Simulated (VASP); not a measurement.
Wanted: the native input for a VASP 6.6.1 run.

| Quantity | Value |
| --- | --- |
| Task | relaxation of cell and atoms |
| Functional | r2SCAN |
| Potentials or basis | VASP PAW PBE potentials, release 64 (Si, F) |
| Cutoff | 600 eV |
| k mesh | 9 × 9 × 9 |
| Occupations | gaussian, width 0.05 eV |
| Spin | no spin polarisation |
| Further INCAR settings | ALGO = Normal; EDIFF = 1e-07; IBRION = 2; EDIFFG = -0.005; NSW = 40; ISIF = 3 |

The structure of SiF lies in POSCAR:

```
SiF
1.0
    3.0286000000      0.0000000000      0.0000000000
    0.0000000000      3.0286000000      0.0000000000
    0.0000000000      0.0000000000      3.0286000000
Si F
1 1
Direct
    0.5000000000      0.5000000000      0.5000000000
    0.0000000000      0.0000000000      0.0000000000
```

The cell was built by a generator and needn't be a form met in nature.

These files were run (other wordings do the same):

INCAR

```
SYSTEM = SiF
  ALGO = Normal
  EDIFF = 1E-7
  EDIFFG = -0.005
  ENCUT = 600
  IBRION = 2
  ISIF = 3
  ISMEAR = 0
  LASPH = .TRUE.
  LCHARG = .FALSE.
  LMIXTAU = .TRUE.
  LREAL = .FALSE.
  LWAVE = .FALSE.
  METAGGA = R2SCAN
  NELM = 60
  NSW = 40
  PREC = Accurate
  SIGMA = 0.05
```

KPOINTS

```
k-points
0
G
  9 9 9
  0 0 0
```

Potentials or basis: VASP PAW PBE potentials, release 64 (Si, F).

Launch:

```bash
$ cat potpaw_PBE.64/Si/POTCAR potpaw_PBE.64/F/POTCAR > POTCAR
$ mpirun -np 1 vasp_std > vasp.out
```

Results of the run:

```json
{
 "Relaxed volume": "13.83 Å³/atom",
 "Relaxed cell": "a = 3.024 Å, b = 3.024 Å, c = 3.024 Å, α = 90.00°, β = 90.00°, γ = 90.00°",
 "Space group after relaxing (to 0.05 Å)": "Pm-3m (No. 221)",
 "Energy gained by relaxing": "0.0 meV/atom",
 "Ionic steps": "2",
 "Pressure after relaxing": "0.0 GPa",
 "Band gap on the k mesh": "none (metal or under the smearing width)"
}
```

Caveat: the PAW data sets were made with another functional, which shifts forces and pressure a little; an odd number of electrons without spin polarisation forces a metal; a magnetic or distorted state may lie lower.

Wall time 20 s on 1 thread of Intel(R) Xeon(R) 6975P-C (Granite Rapids) (shared host), peak memory 0.14 GiB.
